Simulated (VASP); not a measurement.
Here is the system:

```
O2Si
1.0
    4.19496     0.00000     0.00000
    0.00000     4.19496     0.00000
    0.00000     0.00000     2.67067
Si O
2 4
Cartesian
  0.00000   0.00000   0.00000
  2.09748   2.09748   1.33533
  1.29111   1.29111   0.00000
  3.38859   0.80638   1.33533
  0.80638   3.38859   1.33533
  2.90386   2.90386   0.00000
```

Computed with vdW-DF2, VASP's PBE PAW potentials (set 64) (plane waves; VASP 6.6.1). Settings: 520 eV cut-off, 5×5×8 Γ-centred mesh, Gaussian smearing of 0.050 eV, potentials Si O.

### Question
The ions and cell shape at fixed volume are relaxed. Predict the relaxed structure.

### Answer

```
O2Si
1.0
    4.17670     0.00000     0.00000
    0.00000     4.17670     0.00000
    0.00000     0.00000     2.69407
Si O
2 4
Cartesian
  0.00000   0.00000   0.00000
  2.08835   2.08835   1.34703
  1.27462   1.27462   0.00000
  3.36297   0.81373   1.34703
  0.81373   3.36297   1.34703
  2.90208   2.90208   0.00000
```
Space group P4_2/mnm (136), at a tolerance of 0.03 Å.

### Question
How much energy does the relaxation gain?

### Answer
The energy (σ→0) changes by -3.1 meV/atom, in 5 ionic steps.

| step | E(σ→0) (eV) | max force (eV/Å) | pressure (GPa) | volume (Å³) |
|---|---|---|---|---|
| 1 | -35.5041 | 0.430 | 19.23 | 47.00 |
| 2 | -35.5201 | 0.192 | 16.98 | 47.00 |
| 3 | -35.5214 | 0.061 | 17.40 | 47.00 |
| 4 | -35.5227 | 0.019 | 17.24 | 47.00 |
| 5 | -35.5228 | 0.000 | 17.27 | 47.00 |

The compound is SiO2 in the rutile structure, stishovite, a high-pressure form. This cell is one point of a volume scan, at 0.94 of the reference volume. Symmetry was kept, so distortions that lower it aren't found.
